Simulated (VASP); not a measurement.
# Si2B3 (R-3m) in VASP: further runs

Runs on Si2B3. Level: PBE. Tasks: relaxation of cell and atoms.

Everything below comes from runs of VASP 6.6.1. Logs are shortened: lines on timing, memory, paths and dates and some standing lists are left out, and cuts for length are marked.

### Step 1. Starting point

The structure is trigonal, space group R-3m (No. 166). The conventional cell has a = 4.423 Å, b = 4.423 Å, c = 9.572 Å, α = 90.00°, β = 90.00°, γ = 120.00°. Si (site symmetry -3m) has 6 B at 2.21 Å as nearest neighbours. Si (site symmetry -3m) has 6 B at 2.04 Å as nearest neighbours. Around B (site symmetry 2/m) lie 4 Si at 2.04 to 2.21 Å and 4 B at 2.21 Å.

The cell was built by a generator and needn't be a form met in nature.

### Step 2. Relaxation of cell and atoms, PBE

The input, INCAR:

```
SYSTEM = Si2B3
ALGO = Fast
EDIFF = 1E-4
EDIFFG = -0.08
ENCUT = 520
GGA = PE
IBRION = 2
ISIF = 3
ISMEAR = 0
LASPH = .True.
LCHARG = .False.
LREAL = .False.
LWAVE = .False.
NELM = 60
NSW = 24
PREC = Normal
SIGMA = 0.15
```

The input, KPOINTS:

```
k-points
0
Gamma
  5 5 5
  0 0 0
```

The input, POSCAR:

```
Si2B3
1.0
    2.2116223800      1.2768807800      3.1908328000
   -2.2116223800      1.2768807800      3.1908328000
    0.0000000000     -2.5537615600      3.1908328000
Si B
2 3
Direct
    0.0000000000      0.0000000000      0.0000000000
    0.5000000000      0.5000000000      0.5000000000
    0.5000000000      0.5000000000      0.0000000000
    0.0000000000      0.5000000000      0.5000000000
    0.5000000000      0.0000000000      0.5000000000
```

Potentials or basis: VASP PAW PBE potentials, release 64 (Si, B).

The run is started by

```bash
$ cat potpaw_PBE.64/Si/POTCAR potpaw_PBE.64/B/POTCAR > POTCAR
$ mpirun -np 1 vasp_std > vasp.out
```

OUTCAR:

```text
SYSTEM = Si2B3
   EDIFF = 1E-4
   EDIFFG = -0.08
   ENCUT = 520
   GGA = PE
   IBRION = 2
   ISIF = 3
   ISMEAR = 0
   LASPH = .True.
   LREAL = .False.
   NELM = 60
   NSW = 24
   PREC = Normal

 ion  position               nearest neighbor table
   1  0.000  0.000  0.000-   3 2.21   3 2.21   4 2.21   4 2.21   5 2.21   5 2.21   2 3.01   2 3.01
                             2 3.01   2 3.01   2 3.01   2 3.01
   2  0.500  0.500  0.500-   4 2.04   5 2.04   5 2.04   4 2.04   3 2.04   3 2.04   1 3.01   1 3.01
                             1 3.01   1 3.01   1 3.01   1 3.01
   3  0.500  0.500  0.000-   2 2.04   2 2.04   1 2.21   1 2.21
   4  0.000  0.500  0.500-   2 2.04   2 2.04   1 2.21   1 2.21
   5  0.500  0.000  0.500-   2 2.04   2 2.04   1 2.21   1 2.21

  LATTYP: Found a trigonal (rhomboedric) cell.
 ALAT       =     4.0869440983
 COS(alpha) =     0.4143278740

  Lattice vectors:

 A1 = (   2.2116223800,   1.2768807800,   3.1908328000)
 A2 = (  -2.2116223800,   1.2768807800,   3.1908328000)
 A3 = (   0.0000000000,  -2.5537615600,   3.1908328000)

Analysis of symmetry for initial positions (statically):
=====================================================================
 Subroutine PRICEL returns:
 Original cell was already a primitive cell.

 Routine SETGRP: Setting up the symmetry group for a
 trigonal (rhombohedral) supercell.

 Subroutine GETGRP returns: Found 12 space group operations
 (whereof 12 operations were pure point group operations)
 out of a pool of 12 trial point group operations.

The static configuration has the point symmetry D_3d.

Analysis of symmetry for dynamics (positions and initial velocities):
=====================================================================
 Subroutine PRICEL returns:
 Original cell was already a primitive cell.

 Routine SETGRP: Setting up the symmetry group for a
 trigonal (rhombohedral) supercell.

 Subroutine GETGRP returns: Found 12 space group operations
 (whereof 12 operations were pure point group operations)
 out of a pool of 12 trial point group operations.

The dynamic configuration has the point symmetry D_3d.

 Subroutine INISYM returns: Found 12 space group operations
 (whereof 12 operations are pure point group operations),
 and found     1 'primitive' translations

----------------------------------------------------------------------------------------

                                     Primitive cell

  volume of cell :      54.0651

  direct lattice vectors                    reciprocal lattice vectors
     2.211622380  1.276880780  3.190832800     0.226078378  0.130526412  0.104465935
    -2.211622380  1.276880780  3.190832800    -0.226078378  0.130526412  0.104465935
     0.000000000 -2.553761560  3.190832800     0.000000000 -0.261052824  0.104465935

  length of vectors
     4.086944095  4.086944095  4.086944098     0.281179140  0.281179140  0.281179140

  position of ions in fractional coordinates (direct lattice)
     0.000000000  0.000000000  0.000000000
     0.500000000  0.500000000  0.500000000
     0.500000000  0.500000000  1.000000000
     1.000000000  0.500000000  0.500000000
     0.500000000  1.000000000  0.500000000

  ion indices of the primitive-cell ions
   primitive index   ion index
                 1           1
                 2           2
                 3           3
                 4           4
                 5           5

----------------------------------------------------------------------------------------

 KPOINTS: k-points

Automatic generation of k-mesh.
 Grid dimensions read from file:
 generate k-points for:    5    5    5

 Generating k-lattice:

  Cartesian coordinates                     Fractional coordinates (reciprocal lattice)
     0.045215676  0.026105282  0.020893187     0.200000000  0.000000000 -0.000000000
    -0.045215676  0.026105282  0.020893187     0.000000000  0.200000000 -0.000000000
     0.000000000 -0.052210565  0.020893187    -0.000000000 -0.000000000  0.200000000

  Length of vectors
     0.056235828  0.056235828  0.056235828

  Shift w.r.t. Gamma in fractional coordinates (k-lattice)
     0.000000000  0.000000000  0.000000000

 Subroutine IBZKPT returns following result:
 ===========================================

 Found     19 irreducible k-points:

 Following reciprocal coordinates:
            Coordinates               Weight
  0.000000  0.000000  0.000000      1.000000
  0.200000  0.000000  0.000000      6.000000
  0.400000 -0.000000  0.000000      6.000000
  0.200000  0.200000  0.000000      6.000000
  0.400000  0.200000  0.000000     12.000000
 -0.400000  0.200000 -0.000000     12.000000
[... 11 lines left out ...]
  0.400000  0.400000  0.400000      2.000000
 -0.400000  0.400000  0.400000      6.000000
   k-points           NKPTS =     19   k-points in BZ     NKDIM =     19   number of bands    NBANDS=     12
   number of dos      NEDOS =    301   number of ions     NIONS =      5
   total plane-waves  NPLWV =  13824
   dimension x,y,z NGX =    24 NGY =   24 NGZ =   24
   dimension x,y,z NGXF=    48 NGYF=   48 NGZF=   48
   ions per type =               2   3
   NGX,Y,Z   is equivalent  to a cutoff of   9.76,  9.76,  9.76 a.u.
   NGXF,Y,Z  is equivalent  to a cutoff of  19.53, 19.53, 19.53 a.u.
 SYSTEM =  Si2B3
   PREC   = normal    normal or accurate (medium, high low for compatibility)
   ISTART =      0    job   : 0-new  1-cont  2-samecut
   ICHARG =      2    charge: 1-file 2-atom 10-const
   ISPIN  =      1    spin polarized calculation?
   LNONCOLLINEAR =      F non collinear calculations
   LSORBIT =      F    spin-orbit coupling
   LASPH  =      T    aspherical Exc in radial PAW
   ENCUT  =  520.0 eV  38.22 Ry    6.18 a.u.   7.60  7.60  7.60*2*pi/ulx,y,z
   NELM   =     60;   NELMIN=  2; NELMDL= -5     # of ELM steps
   EDIFF  = 0.1E-03   stopping-criterion for ELM
   LREAL  =      F    real-space projection
   EDIFFG = -.8E-01   stopping-criterion for IOM
   NSW    =     24    number of steps for IOM
   IBRION =      2    ionic relax: 0-MD 1-quasi-New 2-CG
   NFREE  =      1    steps in history (QN), initial steepest desc. (CG)
   ISIF   =      3    stress and relaxation
   ISYM   =      2    0-nonsym 1-usesym 2-fastsym
   POTIM  = 0.5000    time-step for ionic-motion
   TEBEG  =    0.0;   TEEND  =   0.0 temperature during run
   PSTRESS=    0.0 pullay stress
   NELECT =      17.0000    total number of electrons
   NUPDOWN=      -1.0000    fix difference up-down
   EMIN   =  10.00;   EMAX   =-10.00  energy-range for DOS
   EFERMI =   0.00;   METHOD = LEGACY
   ISMEAR =     0;   SIGMA  =   0.15  broadening in eV -4-tet -1-fermi 0-gaus
   EFERMI_NEDOS =   21; number of points for ismear=-14 and -15
   IALGO  =     68    algorithm
   IMIX   =      4    mixing-type and parameters
     AMIX     =   0.40;   BMIX     =  1.00
     AMIX_MAG =   1.60;   BMIX_MAG =  1.00
  volume/ion in A,a.u.               =      10.81        72.97
  Fermi-wavevector in a.u.,A,eV,Ry     =   1.113232  2.103703 16.861496  1.239285
  Thomas-Fermi vector in A             =   2.249814
   LORBIT       =      0    0 simple, 1 ext, 2 COOP (PROOUT), +10 PAW based schemes
   GGA     = PE    functional components
   LHFCALC =     F    Hartree Fock is set to
   AEXX    =    0.0000 exact exchange contribution
   IVDW    =     0    specifies the selected vdW correction
   LEPSILON=     F    determine dielectric tensor
   LRPA    =     F    only Hartree local field effects (RPA)
 conjugate gradient relaxation of ions
 non-spin polarized calculation
 RMM-DIIS sequential band-by-band and
 Gauss-broadening in eV      SIGMA  =   0.15
  energy-cutoff  :      520.00
  volume of cell :       54.07
 maximum number of plane-waves:      1466
   NGX = 15   NGY = 15   NGZ = 15

--------------------------------------- Ionic step        1  -------------------------------------------

 number of electron      16.9999996 magnetization

 Free energy of the ion-electron system (eV)
  ---------------------------------------------------
  ext. energy  EPLUGINS =         0.00000000
  ---------------------------------------------------
  free energy    TOTEN  =       -25.00501939 eV

  energy without entropy =      -24.97943990  energy(sigma->0) =      -24.99222964

------------------------ aborting loop because EDIFF is reached ----------------------------------------

  FORCE on cell =-STRESS in cart. coord.  units (eV):
  Direction    XX          YY          ZZ          XY          YZ          ZX
  --------------------------------------------------------------------------------------
  -------------------------------------------------------------------------------------
  Total       -1.1774165     -1.1774165      3.9021142     -0.0000000      0.0000000     -0.0000000
  in kB      -34.8918561    -34.8918562    115.6362332     -0.0000000      0.0000000     -0.0000000
  external PRESSURE =      15.2841736 kB  Pullay stress =       0.0000000 kB
[... 297 lines left out ...]
  energy  without entropy=      -25.3910876801  energy(sigma->0) =      -25.40194452

--------------------------------------- Ionic step        9  -------------------------------------------

 number of electron      17.0000002 magnetization

 Free energy of the ion-electron system (eV)
  ---------------------------------------------------
  ext. energy  EPLUGINS =         0.00000000
  ---------------------------------------------------
  free energy    TOTEN  =       -25.41794584 eV

  energy without entropy =      -25.39995340  energy(sigma->0) =      -25.40894962

 E-fermi :   8.1491     XC(G=0): -11.0216

 val. band max:        7.9721906132   @ k =   0.4000  -0.0000   0.0000
 cond. band min:       8.1581317625   @ k =  -0.4000   0.2000   0.2000
 fundamental gap:      0.1859411493
 Fermi energy:         8.1491210193

 k-point     1 :       0.0000    0.0000    0.0000
  band No.  band energies     occupation
      1      -7.4856      2.00000
      2       0.1015      2.00000
      3       1.3186      2.00000
      4       1.3186      2.00000
      5       3.4586      2.00000
      6       3.9991      2.00000
      7       4.8023      2.00000
      8       4.8023      2.00000
      9       6.5383      2.00000
     10       6.8730      2.00000
     11       6.8730      2.00000
     12      10.8513      0.00000
[... 300 lines left out ...]
  FREE ENERGIE OF THE ION-ELECTRON SYSTEM (eV)
  ---------------------------------------------------
  free  energy   TOTEN  =       -25.4179458443 eV

  energy  without entropy=      -25.3999534024  energy(sigma->0) =      -25.40894962

 reached required accuracy - stopping structural energy minimisation
```

It took 23 s on 1 thread of Intel Xeon Platinum 8488C (Sapphire Rapids), shared host; peak memory 0.14 GiB.

What came out:

| Quantity | Value |
| --- | --- |
| Free energy | -25.4179 eV |
| Relaxed volume | 10.76 Å³/atom |
| Relaxed cell | a = 4.335 Å, b = 4.335 Å, c = 4.335 Å, α = 57.12°, β = 57.12°, γ = 57.12° |
| Space group after relaxing (to 0.05 Å) | R-3m (No. 166) |
| Energy gained by relaxing | 82.6 meV/atom |
| Ionic steps | 9 |
| Pressure after relaxing | 0.4 GPa |
| Band gap on the k mesh | none (metal or under the smearing width) |

Stress tensor (GPa, compression positive):
```
0.35 0.00 0.00
0.00 0.35 0.00
0.00 0.00 0.43
```

Step by step:
```
step  energy change (eV)  largest force (eV/Å)  pressure (GPa)  volume (Å³)
   1              0.0000                0.0000            1.53        54.07
   2             -0.1273                0.0000           -1.67        54.83
   3             -0.2585                0.0000           -5.38        55.73
   4             -0.3537                0.0000           -5.66        57.14
   5             -0.3580                0.0000           -6.14        56.81
   6             -0.3600                0.0000            3.88        53.63
   7             -0.3990                0.0000           -1.42        55.15
   8             -0.4078                0.0000           -0.85        54.69
   9             -0.4129                0.0000            0.38        53.80
```

Final structure:
```xyz
5
Lattice="2.0728 1.1967 3.6149 -2.0728 1.1967 3.6149 0.0000 -2.3934 3.6149" Properties=species:S:1:pos:R:3 pbc="T T T"
Si    0.0000    0.0000    0.0000
Si    0.0000    0.0000    5.4223
B     0.0000    1.1967    3.6149
B     1.0364    0.5984    7.2297
B     1.0364   -0.5984    3.6149
```

Caveat: the relaxation stopped at a loose force limit of 0.08 eV/Å, so its end isn't a converged minimum.

### Step 3. Relaxation of cell and atoms, PBE

This run uses another cell than the first one, of 12.81 Å³/atom, 1.184 times its volume.

INCAR is that of step 2.

The input, KPOINTS:

```
k-points
0
Gamma
  4 4 4
  0 0 0
```

The input, POSCAR:

```
Si2B3
1.0
    4.0342546100      0.0000000000      0.0000000000
    0.0000000000      4.0342546100      0.0000000000
    0.0000000000      0.0000000000      3.9343376600
Si B
2 3
Direct
    0.0000000000      0.5000000000      0.5000000000
    0.5000000000      0.0000000000      0.5000000000
    0.5000000000      0.5000000000      0.8457674500
    0.5000000000      0.5000000000      0.1542325500
    0.5000000000      0.5000000000      0.5000000000
```

Potentials or basis: VASP PAW PBE potentials, release 64 (Si, B).

The run is started by

```bash
$ cat potpaw_PBE.64/Si/POTCAR potpaw_PBE.64/B/POTCAR > POTCAR
$ mpirun -np 1 vasp_std > vasp.out
```

Run time: 57 s. Hardware: 1 thread of Intel Xeon Platinum 8488C (Sapphire Rapids), shared host; peak memory 0.14 GiB.

The run converged. Its results:

```
Free energy                            : -25.2934 eV
Relaxed volume                         : 18.10 Å³/atom
Relaxed cell                           : a = 4.401 Å, b = 4.401 Å, c = 4.671 Å, α = 90.00°, β = 90.00°, γ = 90.00°
Space group after relaxing (to 0.05 Å) : P4/mmm (No. 123)
Energy gained by relaxing              : 978.1 meV/atom
Ionic steps                            : 22
Pressure after relaxing                : -0.1 GPa
Largest force after relaxing           : 0.053 eV/Å
Band gap on the k mesh                 : none (metal or under the smearing width)
```

Forces in eV/Å, atoms in the order of the input:
```
Si   0.000  0.000  0.000
Si   0.000  0.000  0.000
B    0.000  0.000 -0.053
B    0.000  0.000  0.053
B    0.000  0.000  0.000
```

Stress tensor (GPa, compression positive):
```
-0.05  0.00  0.00
 0.00 -0.05  0.00
 0.00  0.00 -0.22
```

The path:
| step | energy change (eV) | largest force (eV/Å) | pressure (GPa) | volume (Å³) |
| --- | --- | --- | --- | --- |
| 1 | 0.0000 | 12.6783 | 50.28 | 64.03 |
| 2 | 12.1024 | 37.8222 | 38.14 | 104.63 |
| 3 | 8.6252 | 31.7154 | 34.86 | 96.20 |
| 4 | 6.3654 | 28.4913 | 33.42 | 89.96 |
| 5 | 2.4952 | 25.0571 | 35.93 | 76.63 |
| 6 | 0.9697 | 22.9912 | 41.26 | 70.24 |
| 7 | -2.5005 | 5.2732 | 1.70 | 90.88 |
| 8 | -2.5599 | 7.2412 | 5.26 | 87.19 |
| 9 | -2.5626 | 6.8453 | 4.61 | 87.87 |
| 10 | -3.3368 | 6.6530 | 4.17 | 85.29 |
| 11 | -4.2843 | 0.1334 | 15.27 | 77.35 |
| 12 | -4.3313 | 4.7524 | 9.16 | 80.30 |
| 13 | -4.4160 | 3.1942 | 11.57 | 79.02 |
| 14 | -4.4148 | 2.7557 | 12.21 | 78.71 |
| 15 | -4.7226 | 0.1871 | 6.58 | 82.27 |
| 16 | -4.7518 | 1.3244 | 4.46 | 83.95 |
| 17 | -4.8292 | 0.5396 | 2.42 | 86.35 |
| 18 | -4.8622 | 0.3534 | -0.07 | 89.41 |
| 19 | -4.8842 | 0.2576 | -0.16 | 90.08 |
| 20 | -4.8901 | 0.1649 | -0.19 | 90.66 |
| 21 | -4.8901 | 0.1638 | -0.20 | 90.63 |
| 22 | -4.8905 | 0.0531 | -0.11 | 90.50 |

Final structure:
```
Si B
1.0
     4.40143    0.00000    0.00000
     0.00000    4.40143    0.00000
     0.00000    0.00000    4.67148
Si B
2 3
Direct
  0.00000 0.50000 0.50000
  0.50000 0.00000 0.50000
  0.50000 0.50000 0.83143
  0.50000 0.50000 0.16857
  0.50000 0.50000 0.50000
```

Levels at points of the mesh, in eV from the Fermi level:
```
           k point  band 5  band 6  band 7  band 8  band 9  band 10  band 11  band 12
(0.00, 0.00, 0.00)   -5.38   -4.48   -3.61    1.70    1.97     1.97     2.64     2.64
(0.50, 0.00, 0.00)   -5.04   -3.63   -0.81    0.24    0.24     1.13     2.27     2.74
(0.50, 0.50, 0.00)   -6.14   -3.12   -0.53   -0.53    0.77     0.77     3.04     3.04
(0.00, 0.00, 0.50)   -4.30   -4.13   -3.55   -0.91   -0.91     0.70     1.42     2.74
(0.50, 0.00, 0.50)   -4.07   -3.53   -3.21   -0.74    0.40     0.92     1.36     2.81
(0.50, 0.50, 0.50)   -4.01   -2.92   -2.92   -2.91    2.93     2.93     3.43     4.02
```

Caveat: the k mesh is coarse (spacing up to 0.40 Å⁻¹), so the values aren't converged; the volume moved by over 15 % at a fixed basis, so the end points are rough; the relaxation stopped at a loose force limit of 0.08 eV/Å, so its end isn't a converged minimum.
